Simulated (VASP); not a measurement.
# WC (Qusongite): W into a neighbouring W vacancy, part 3 of 5

Aim: the barrier for one hop in WC (Qusongite): W into a neighbouring W vacancy. The start is a cell from a database of measured crystal structures.

VASP 6.6.1; PBE; plane waves and PAW (W, C).

So far. Step 2 (Relax the host): The run ended after 6 ionic steps, 0.004 eV below its first step, once forces and stress met EDIFFG = -0.02. Step 3 (Relax the start): The run ended after 8 ionic steps, 0.801 eV below its first step, once the forces on the free atoms met EDIFFG = -0.05.

### Step 4. Relax the end

The end state is relaxed in the same way, so that both ends share their errors.

INCAR reads:

```
SYSTEM = W11C12
PREC = Normal
ENCUT = 400
EDIFF = 1E-05
NELM = 120
ISMEAR = 1
SIGMA = 0.15
LREAL = Auto
ALGO = Fast
GGA = PE
NBANDS = 80
LASPH = .TRUE.
LORBIT = 11
LWAVE = .FALSE.
LCHARG = .FALSE.
NCORE = 5
IBRION = 2
NSW = 60
ISIF = 2
EDIFFG = -0.05
POTIM = 0.4
MAXMIX = 40
ISYM = 0
```

POSCAR reads:

```
W11C12
1.0
    5.8386497646      0.0000000000      0.0000000000
   -2.9193248822      5.0564190198      0.0000000000
    0.0000000000      0.0000000000      8.5360333818
W C
11 12
Direct
    0.0032933586      0.0048439299     -0.0006971080
   -0.0012897037      0.0029754015      0.6672604941
    0.0023860746      0.4986345447     -0.0034719130
   -0.0012585436      0.4982365854      0.3351499237
   -0.0025620252      0.4935493905      0.6638663893
    0.5043717353      0.0026887211     -0.0015000957
    0.5008776112      0.0017624076      0.3344308087
    0.5035087710      0.0010144951      0.6664444831
    0.5012012549      0.5041758517     -0.0052737710
    0.4995903070      0.5001305276      0.3299937284
    0.4998520081      0.4974239437      0.6686873823
    0.3342264978      0.1693134142      0.1695224278
    0.3329131395      0.1632028669      0.4964519384
    0.3391193614      0.1662264650      0.8317200197
    0.3334489276      0.6659095643      0.1686632434
    0.3334767450      0.6667210513      0.4983257335
    0.3328971533      0.6625773428      0.8348935180
    0.8355381568      0.1606359716      0.1608882703
    0.8404853576      0.1767445411      0.4976548244
    0.8302139327      0.1689962557      0.8313635153
    0.8309115021      0.6652897338      0.1679131522
    0.8324945550      0.6677657956      0.4995863810
    0.8298074397      0.6654016359      0.8311065387
```

KPOINTS reads:

```
Automatic mesh
0
Gamma
4 4 2
0 0 0
```

The projector-augmented-wave data sets are W and C (PBE family, release 64).

Run with:

```sh
$ mpirun -np 5 vasp_std
```

Log:

```text
[... set-up lines as in an earlier step ...]
 entering main loop
       N       E                     dE             d eps       ncg     rms          rms(c)
DAV:   1     0.365954398119E+03    0.36595E+03   -0.45258E+04  3208   0.106E+03
DAV:   2    -0.233900140988E+03   -0.59985E+03   -0.56298E+03  3920   0.297E+02
DAV:   3    -0.286519871040E+03   -0.52620E+02   -0.51499E+02  4336   0.743E+01
DAV:   4    -0.288098110118E+03   -0.15782E+01   -0.15693E+01  4120   0.142E+01
DAV:   5    -0.288158571353E+03   -0.60461E-01   -0.60383E-01  4304   0.253E+00    0.109E+02
RMM:   6    -0.251179136978E+03    0.36979E+02   -0.18568E+02  3504   0.322E+01    0.275E+01
RMM:   7    -0.250206977963E+03    0.97216E+00   -0.23597E+01  3278   0.172E+01    0.280E+01
RMM:   8    -0.250191275758E+03    0.15702E-01   -0.72738E+00  3759   0.731E+00    0.118E+01
RMM:   9    -0.250117186770E+03    0.74089E-01   -0.15264E+00  3296   0.354E+00    0.363E+00
RMM:  10    -0.250076203920E+03    0.40983E-01   -0.34668E-01  3450   0.199E+00    0.133E+00
RMM:  11    -0.250075740583E+03    0.46334E-03   -0.11425E-01  3708   0.849E-01    0.504E-01
RMM:  12    -0.250074928814E+03    0.81177E-03   -0.21241E-02  3582   0.391E-01    0.404E-01
RMM:  13    -0.250074284199E+03    0.64461E-03   -0.44739E-03  3390   0.199E-01    0.140E-01
RMM:  14    -0.250074446008E+03   -0.16181E-03   -0.17136E-03  3840   0.105E-01    0.825E-02
RMM:  15    -0.250074372535E+03    0.73473E-04   -0.20136E-04  3374   0.418E-02    0.316E-02
RMM:  16    -0.250074356930E+03    0.15605E-04   -0.11184E-04  3179   0.263E-02    0.265E-02
RMM:  17    -0.250074356488E+03    0.44231E-06   -0.20906E-05  2130   0.141E-02
   1 F= -.25007436E+03 E0= -.25007779E+03  d E =-.250074E+03
 curvature:   0.00 expect dE= 0.000E+00 dE for cont linesearch  0.000E+00
 trial: gam= 0.00000 g(F)=  0.193E+01 g(S)=  0.000E+00 ort = 0.000E+00 (trialstep = 0.100E+01)
 search vector abs. value=  0.193E+01
 bond charge predicted
       N       E                     dE             d eps       ncg     rms          rms(c)
DAV:   1    -0.250657948920E+03   -0.58359E+00   -0.18371E+02  3200   0.412E+01    0.285E+00
RMM:   2    -0.250792846155E+03   -0.13490E+00   -0.29351E+00  3202   0.636E+00    0.329E+00
RMM:   3    -0.250790591805E+03    0.22543E-02   -0.50887E-01  3439   0.251E+00    0.148E+00
RMM:   4    -0.250773620928E+03    0.16971E-01   -0.12772E-01  3354   0.107E+00    0.728E-01
RMM:   5    -0.250775594903E+03   -0.19740E-02   -0.43374E-02  3725   0.579E-01    0.339E-01
RMM:   6    -0.250775735537E+03   -0.14063E-03   -0.75102E-03  3625   0.246E-01    0.386E-01
RMM:   7    -0.250775212923E+03    0.52261E-03   -0.25214E-03  3552   0.140E-01    0.195E-01
RMM:   8    -0.250775199446E+03    0.13477E-04   -0.12129E-03  3633   0.863E-02    0.648E-02
RMM:   9    -0.250775217870E+03   -0.18423E-04   -0.20751E-04  3625   0.412E-02    0.407E-02
RMM:  10    -0.250775206835E+03    0.11035E-04   -0.31744E-05  2347   0.174E-02    0.261E-02
RMM:  11    -0.250775205352E+03    0.14830E-05   -0.25616E-05  2223   0.134E-02
   2 F= -.25077521E+03 E0= -.25077918E+03  d E =-.700849E+00
[...]
3 F= -.25083858E+03 E0= -.25084291E+03  d E =-.764219E+00
[...]
4 F= -.25102086E+03 E0= -.25102144E+03  d E =-.182286E+00
[...]
5 F= -.25103340E+03 E0= -.25103262E+03  d E =-.194827E+00
[...]
6 F= -.25104670E+03 E0= -.25104610E+03  d E =-.132925E-01
[...]
7 F= -.25104671E+03 E0= -.25104613E+03  d E =-.133118E-01
 curvature:  -0.53 expect dE=-0.138E-02 dE for cont linesearch -0.974E-06
 trial: gam= 0.08174 g(F)=  0.262E-02 g(S)=  0.000E+00 ort = 0.233E-03 (trialstep = 0.101E+01)
 search vector abs. value=  0.285E-02
 bond charge predicted
       N       E                     dE             d eps       ncg     rms          rms(c)
DAV:   1    -0.251047854891E+03   -0.11409E-02   -0.28030E-01  3384   0.164E+00    0.107E-01
RMM:   2    -0.251048052535E+03   -0.19764E-03   -0.39782E-03  3200   0.237E-01    0.126E-01
RMM:   3    -0.251048016683E+03    0.35852E-04   -0.69432E-04  3440   0.878E-02    0.863E-02
RMM:   4    -0.251048002502E+03    0.14181E-04   -0.23615E-04  3388   0.442E-02    0.493E-02
RMM:   5    -0.251047998992E+03    0.35104E-05   -0.50088E-05  2721   0.215E-02
   8 F= -.25104800E+03 E0= -.25104764E+03  d E =-.128467E-02
 trial-energy change:   -0.001285  1 .order   -0.001254   -0.002670    0.000162
 step:   0.9543(harm=  0.9543)  dis= 0.00438  next Energy=  -251.047973 (dE=-0.126E-02)
 reached required accuracy - stopping structural energy minimisation
```

Elapsed: 4 min, on 5 MPI ranks of AMD EPYC 7R43, shared host; peak memory 0.59 GiB; 20 min of CPU time.

OUTCAR, selected parts (step 4):

```text
 Found     20 irreducible k-points:

   NELECT =     114.0000    total number of electrons

 E-fermi :   7.4925

 k-point     1 :       0.0000    0.0000    0.0000
  band No.  band energies     occupation
    ...
     50       7.1613      2.00771
     51       7.1624      2.00793
     52       7.1849      2.01353
     53       7.1868      2.01409
     54       7.1875      2.01433
     55       7.5655      0.27482
     56       7.6458     -0.05453
     57       7.7028     -0.06339
     58       7.7047     -0.06244
     59       8.0757     -0.00000
    ...

 k-point     2 :       0.2500    0.0000    0.0000
  band No.  band energies     occupation
    ...
     54       6.8191      2.00000
     55       6.9948      2.00003
     56       7.0821      2.00076
     57       7.3687      1.99240
     58       7.5019      0.89442
     59       7.8802     -0.00158
     60       8.0163     -0.00001
     61       8.6407     -0.00000
     62       8.7142     -0.00000
     63       9.2358     -0.00000
    ...

  Total       -2.2928103     -2.3210548    -16.0336195     -0.0005319      0.0043906     -0.0051330
  in kB      -14.5769655    -14.7565350   -101.9366998     -0.0033816      0.0279139     -0.0326340
  external PRESSURE =     -43.7567334 kB  Pullay stress =       0.0000000 kB

 POSITION                                       TOTAL-FORCE (eV/Angst)
 -----------------------------------------------------------------------------------
      0.00406      0.00080      0.06688        -0.013142      0.004994      0.010159
      0.00409      0.00100      5.60635        -0.021656      0.004004      0.004134
     -1.45357      2.53146      8.53334        -0.006928     -0.025855     -0.003585
      4.33881      2.50614      2.83581        -0.000567     -0.013126      0.012479
     -1.45374      2.53121      5.67536        -0.015126     -0.021219     -0.008856
      0.00348      5.05406      8.53333         0.021862      0.006268      0.002951
      2.92519      0.05038      2.83635        -0.010798      0.000032      0.006092
      0.00248      5.05394      5.67509         0.034706      0.024314     -0.005808
      1.46027      2.53032      8.53447         0.005798      0.001587     -0.024460
      1.50557      2.50313      2.83646        -0.008936      0.006720      0.013255
      1.46020      2.53032      5.67496         0.002493      0.003766      0.009927
      1.52775      0.87911      1.37026        -0.013632      0.006231     -0.019976
      1.52732      0.87993      4.30348        -0.010138     -0.002383      0.011046
      1.46083      0.84170      7.10472        -0.008010      0.004148      0.004878
      0.00313      3.37180      1.45888         0.006543      0.000953     -0.025641
      0.00272      3.37206      4.21427         0.003329     -0.003662      0.016040
      0.00336      3.37166      7.10457        -0.001205      0.001162      0.003465
      4.31951      0.88102      1.36867        -0.001780     -0.003145     -0.004814
      4.31895      0.88181      4.30407        -0.001376     -0.012632      0.011365
      4.38507      0.84238      7.10455         0.002004     -0.001737     -0.000925
      2.92170      3.29838      1.36952         0.011156      0.007849     -0.011499
      2.92137      3.29824      4.30440         0.014692      0.009005      0.002296
      2.92155      3.37467      7.10510         0.010710      0.002725     -0.002523
 -----------------------------------------------------------------------------------
    total drift:                                0.071300      0.015403     -0.031714

  FREE ENERGIE OF THE ION-ELECTRON SYSTEM (eV)
  ---------------------------------------------------
  free  energy   TOTEN  =      -251.0479989917 eV

  energy  without entropy=     -251.0469137564  energy(sigma->0) =     -251.04763725

 total charge
# of ion       s       p       d       tot
------------------------------------------
    1        0.600   0.800   4.253   5.653
    2        0.600   0.800   4.253   5.653
    3        0.627   0.874   4.375   5.877
    4        0.619   0.807   4.270   5.696
    5        0.627   0.874   4.375   5.877
    6        0.627   0.874   4.375   5.876
    7        0.619   0.807   4.270   5.696
    8        0.627   0.874   4.375   5.876
    9        0.627   0.874   4.375   5.876
   10        0.619   0.807   4.270   5.696
   11        0.627   0.874   4.376   5.877
   12        0.874   1.525   0.000   2.399
   13        0.874   1.526   0.000   2.399
   14        0.856   1.541   0.000   2.396
   15        0.856   1.546   0.000   2.402
   16        0.856   1.546   0.000   2.402
   17        0.860   1.560   0.000   2.420
   18        0.874   1.525   0.000   2.399
   19        0.874   1.525   0.000   2.399
   20        0.856   1.540   0.000   2.396
   21        0.874   1.526   0.000   2.399
   22        0.874   1.525   0.000   2.399
   23        0.856   1.540   0.000   2.396
--------------------------------------------------
tot         17.201  27.691  47.569  92.461

[... 6 parts as in an earlier step ...]

[... 6 further parts left out ...]
```

CONTCAR:

```
W11C12
   1.00000000000000
     5.8386497646000004    0.0000000000000000    0.0000000000000000
    -2.9193248822000002    5.0564190197999999    0.0000000000000000
     0.0000000000000000    0.0000000000000000    8.5360333817999994
  W               C
    11    12
Direct
     0.0007749896965280    0.0001576373215512    0.0078348385198508
     0.0007986669185959    0.0001975725285901    0.6567868920025449
     0.0013660578104444    0.5006437636155323    0.9996848174637073
     0.9909361675916945    0.4956361986623661    0.3322166162195989
     0.0013105806223042    0.5005935210120028    0.6648711315701209
     0.5003629174952022    0.9995339125214959    0.9996834443054496
     0.5059865032215851    0.0099637601275428    0.3322796075479257
     0.5001803559708524    0.9995102521046391    0.6648395960818047
     0.5003134560844309    0.5004180785170269    0.9998165783421116
     0.5053822417170911    0.4950403455081838    0.3322919789239263
     0.5003005321183016    0.5004166586463111    0.6648241904703303
     0.3485908618322026    0.1738597650797367    0.1605270886153127
     0.3485988612836189    0.1740217614127440    0.5041550496342915
     0.3334301832365947    0.1664616459922579    0.8323206951897092
     0.3339545423456121    0.6668363863920075    0.1709078953569836
     0.3339098912929170    0.6668868139796932    0.4937029884103946
     0.3339800106076468    0.6668074440278969    0.8323028902325043
     0.8269317208102596    0.1742385258639970    0.1603407494666454
     0.8269151705792375    0.1743944000810328    0.5042241597845850
     0.8343389940455109    0.1665959926807296    0.8323016557017269
     0.8265640236205898    0.6523148489063768    0.1604399072273647
     0.8264937003595358    0.6522876067056899    0.5042619701302733
     0.8340831874392320    0.6674035453125956    0.8323651434028336
```

Step by step:

```tsv
step	energy less that of the first step (eV)	largest force (eV/Å)
1	0.0000	2.6979
2	-0.7008	1.7336
3	-0.7642	1.0138
4	-0.9465	0.3343
5	-0.9590	0.3673
6	-0.9723	0.1285
7	-0.9724	0.1047
8	-0.9736	0.0428
```

The atoms that moved most (Å):

```tsv
atom	dx	dy	dz	length
C18	-0.090	0.069	-0.005	0.113
C12	0.071	0.023	-0.077	0.107
C13	0.060	0.055	0.066	0.104
W2	0.020	-0.014	-0.089	0.093
C21	0.012	-0.066	-0.064	0.092
C19	-0.072	-0.012	0.056	0.092
C22	0.010	-0.078	0.040	0.088
W1	-0.001	-0.024	0.073	0.077
```

The relaxed structure:

```xyz
23
Lattice="5.8386 0.0000 0.0000 -2.9193 5.0564 0.0000 0.0000 0.0000 8.5360" Properties=species:S:1:pos:R:3 pbc="T T T"
W     0.0041    0.0008    0.0669
W     0.0041    0.0010    5.6064
W    -1.4536    2.5315   -0.0027
W    -1.4998    2.5061    2.8358
W    -1.4537    2.5312    5.6754
W     2.9228   -0.0024   -0.0027
W     2.9252    0.0504    2.8363
W     2.9218   -0.0025    5.6751
W     1.4603    2.5303   -0.0016
W     1.5056    2.5031    2.8365
W     1.4602    2.5303    5.6750
C     1.5277    0.8791    1.3703
C     1.5273    0.8799    4.3035
C     1.4608    0.8417    7.1047
C     0.0031    3.3718    1.4589
C     0.0027    3.3721    4.2143
C     0.0034    3.3717    7.1046
C     4.3195    0.8810    1.3687
C     4.3190    0.8818    4.3041
C     4.3851    0.8424    7.1046
C     2.9217    3.2984    1.3695
C     2.9214    3.2982    4.3044
C     2.9216    3.3747    7.1051
```

This step gave:

```
electronic cycles       : 64
free energy (TOTEN)     : -251.0480 eV
energy at zero smearing : -251.0476 eV
Fermi energy            : 7.492 eV
```

The run ended after 8 ionic steps, 0.974 eV below its first step, once the forces on the free atoms met EDIFFG = -0.05.

(Continued in part 4 of 5.)

[Lines on the potential files, build, host, timing and source positions are cut from VASP's logs without a mark.]

[Logs are printed without paths, hosts, clocks, repeated set-up lines and the standing remarks that a program may print on its own settings, such as how far it seeks lower states.]

[Hosts, paths, dates, database ids (printed as entryN), source tags and the programs' standing remarks are cut or masked in the printed files.]

[Runs that stopped without an error message from VASP are left out.]
